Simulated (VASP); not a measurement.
Consider the following.

```
CELL_PARAMETERS angstrom
      5.43202     0.00000     0.00000
      2.71601     4.70427     0.00000
      0.00000     0.00000    20.40665
ATOMIC_POSITIONS crystal
  Ru 0.83333 0.33333 0.34280
  Ru 0.33333 0.33333 0.34280
  Ru 0.83333 0.83333 0.34280
  Ru 0.33333 0.83333 0.34280
  Ru 0.00000 0.00000 0.44760
  Ru 0.50000 0.00000 0.44760
  Ru 0.00000 0.50000 0.44760
  Ru 0.50000 0.50000 0.44760
  Ru 0.83333 0.33333 0.55240
  Ru 0.33333 0.33333 0.55240
  Ru 0.83333 0.83333 0.55240
  Ru 0.33333 0.83333 0.55240
  Ru 0.00000 0.00000 0.65720
  Ru 0.50000 0.00000 0.65720
  Ru 0.00000 0.50000 0.65720
  Ru 0.50000 0.50000 0.65720
  N  0.16667 0.16667 0.72096
```

Computed with PBE GGA, VASP's PBE PAW potentials (set 64) (plane waves; VASP). Run with PREC = Normal, EDIFF = 1E-5, 400 eV cut-off, 6×6×1 Γ-centred mesh, first-order Methfessel-Paxton smearing of 0.10 eV, potentials Ru N.

**Question.** The ions are relaxed. Which structure does the run end with?

**Answer.** 
```
CELL_PARAMETERS angstrom
      5.43202     0.00000     0.00000
      2.71601     4.70427     0.00000
      0.00000     0.00000    20.40665
ATOMIC_POSITIONS crystal
  Ru 0.83555 0.33222 0.34661
  Ru 0.33222 0.33222 0.34661
  Ru 0.83333 0.83333 0.34570
  Ru 0.33222 0.83555 0.34661
  Ru 0.99939 0.99939 0.44719
  Ru 0.50122 0.99939 0.44719
  Ru 0.99939 0.50122 0.44719
  Ru 0.50000 0.50000 0.44760
  Ru 0.83463 0.33269 0.55229
  Ru 0.33269 0.33269 0.55229
  Ru 0.83333 0.83333 0.55131
  Ru 0.33269 0.83463 0.55229
  Ru 0.99166 0.99166 0.65899
  Ru 0.51668 0.99166 0.65899
  Ru 0.99166 0.51668 0.65899
  Ru 0.50000 0.50000 0.65250
  N  0.16667 0.16667 0.70860
```

**Question.** How much energy does the relaxation gain?

**Answer.** The energy (σ→0) changes by -23.9 meV/atom, in 16 ionic steps.

The cell is a thin slab with vacuum, built from Ru (hcp): (001) face, N adsorbed.
